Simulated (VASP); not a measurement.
An input for Quantum ESPRESSO's pw.x (written as the equivalent of a VASP run, and not itself run):

```
&CONTROL
  calculation = 'vc-relax'
  pseudo_dir = './pseudo'
  outdir = './out'
  tprnfor = .true.
  tstress = .true.
  nstep = 60
  forc_conv_thr = 0.00078
/
&SYSTEM
  ibrav = 0
  nat = 4
  ntyp = 3
  ecutwfc = 98
  occupations = 'smearing'
  smearing = 'gaussian'
  degauss = 0.003675
  input_dft = 'vdw-df-obk8'
  nspin = 2
  starting_magnetization(1) = 0.13
  starting_magnetization(2) = -0.13
/
&ELECTRONS
  conv_thr = 7.3e-08
  electron_maxstep = 100
/
&IONS
/
&CELL
/
ATOMIC_SPECIES
  Ni1 58.693 Ni.upf
  Ni2 58.693 Ni.upf
  O 15.999 O.upf
CELL_PARAMETERS angstrom
     4.1719307    2.0822936    2.0822936
     2.0822936    4.1719307    2.0822936
     2.0822936    2.0822936    4.1719307
ATOMIC_POSITIONS crystal
  Ni1  0.0000000  0.0000000  0.0000000
  Ni2  0.5000000  0.5000000  0.5000000
  O    0.2500000  0.2500000  0.2500000
  O    0.7500000  0.7500000  0.7500000
K_POINTS automatic
  8 8 8 0 0 0
```

Q: Write the VASP files for the same calculation (optB88-vdW).

A: Several could match; the one computed here: 
**KPOINTS**
```
Automatic mesh
0
Gamma
8 8 8
0 0 0
```

INCAR:
```
AGGAC = 0.0
ALGO = Normal
EDIFF = 1E-6
EDIFFG = -0.02
ENCUT = 520
GGA = BO
IBRION = 2
ISIF = 3
ISMEAR = 0
ISPIN = 2
LASPH = .TRUE.
LCHARG = .FALSE.
LMAXMIX = 4
LORBIT = 10
LREAL = .FALSE.
LUSE_VDW = .TRUE.
LWAVE = .FALSE.
MAGMOM = 1.3 -1.3 2*0.0
NELM = 100
NSW = 60
PARAM1 = 0.1833333333
PARAM2 = 0.22
PREC = Accurate
SIGMA = 0.05
SYSTEM = NiO
```

### POSCAR
```
NiO
1
    4.1719307118     2.0822936298     2.0822936298
    2.0822936298     4.1719307118     2.0822936298
    2.0822936298     2.0822936298     4.1719307118
Ni O
2 2
Direct
  0.0000000000   0.0000000000   0.0000000000
  0.5000000000   0.5000000000   0.5000000000
  0.2500000000   0.2500000000   0.2500000000
  0.7500000000   0.7500000000   0.7500000000
```

POTCAR, in this order: Ni O (PBE.64 set). Program: vasp_std.

The two are equivalent in intent, not identical: the potentials are each code's own (VASP's PAW set, PseudoDojo norm-conserving files in pw.x), so ENCUT and ecutwfc are chosen apart and not converted; conv_thr bounds pw.x's estimated SCF error, while EDIFF bounds the energy change between steps; starting_magnetization is a fraction of the valence charge and MAGMOM a moment in μB, so they match only roughly; forc_conv_thr acts on force components and is met together with etot_conv_thr.

The compound is NiO in the rock salt, AFM-II order structure. It was relaxed first. The start is the result of an earlier pass.
